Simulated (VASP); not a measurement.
Data:

```xyz
2
Lattice="3.5273 0.0000 0.0000 0.0000 3.5273 0.0000 0.0000 0.0000 3.5273" Properties=species:S:1:pos:R:3 pbc="T T T"
Er     0.0000     0.0000     0.0000
Pd     1.7637     1.7637     1.7637
```

Method: PBEsol GGA, VASP's PBE PAW potentials (set 64) (plane waves; VASP). Run with 300 eV cut-off, 8×8×8 Γ-centred mesh, Gaussian smearing of 0.10 eV, potentials Er Pd.

The run has a spin-polarised start.

Question: Give the spin-up energies of bands 8 to 21 at the high-symmetry points, in eV from the Fermi level.

Answer: 
```csv
band,Γ,X,M,R
8,-2.77,-2.96,-3.14,-2.72
9,-2.77,-2.83,-2.78,-2.72
10,-2.77,-2.66,-2.78,-2.72
11,-2.55,-2.58,-2.71,-2.16
12,-2.55,-2.58,-2.06,-1.96
13,-2.55,-2.51,-1.98,-1.96
14,-2.02,-2.07,-1.98,-1.96
15,-1.94,-1.77,-1.91,-1.88
16,-1.94,-1.77,-1.88,-1.88
17,-1.94,-1.71,-0.65,-0.73
18,2.04,-0.67,1.35,-0.73
19,2.04,1.03,1.35,-0.73
20,6.15,2.68,2.43,4.01
21,6.15,2.68,5.16,7.55
```

Question: Give the spin-down energies of bands 8 to 21 at the high-symmetry points, in eV from the Fermi level.

Answer: 
| band | Γ | X | M | R |
|---|---|---|---|---|
| 8 | -2.55 | -2.76 | -3.13 | -1.88 |
| 9 | -2.55 | -2.76 | -1.91 | -1.88 |
| 10 | -2.55 | -2.49 | -0.90 | -1.03 |
| 11 | -0.84 | -1.02 | -0.62 | -0.65 |
| 12 | -0.56 | -0.70 | -0.60 | -0.65 |
| 13 | -0.56 | -0.43 | -0.60 | -0.65 |
| 14 | -0.56 | -0.43 | -0.47 | -0.57 |
| 15 | 0.04 | -0.32 | -0.06 | -0.57 |
| 16 | 0.04 | 0.11 | -0.06 | -0.57 |
| 17 | 0.04 | 0.11 | 0.13 | 0.12 |
| 18 | 2.15 | 0.12 | 1.53 | 0.12 |
| 19 | 2.15 | 1.15 | 1.53 | 0.12 |
| 20 | 6.50 | 2.86 | 2.54 | 4.05 |
| 21 | 6.50 | 2.86 | 5.42 | 7.86 |

It has no gap at this level: it comes out as a metal or semimetal.

The structure comes from a computed database's ErPd entry (Pm-3m); how it stands against other phases isn't given here. The cell was not relaxed at this level.
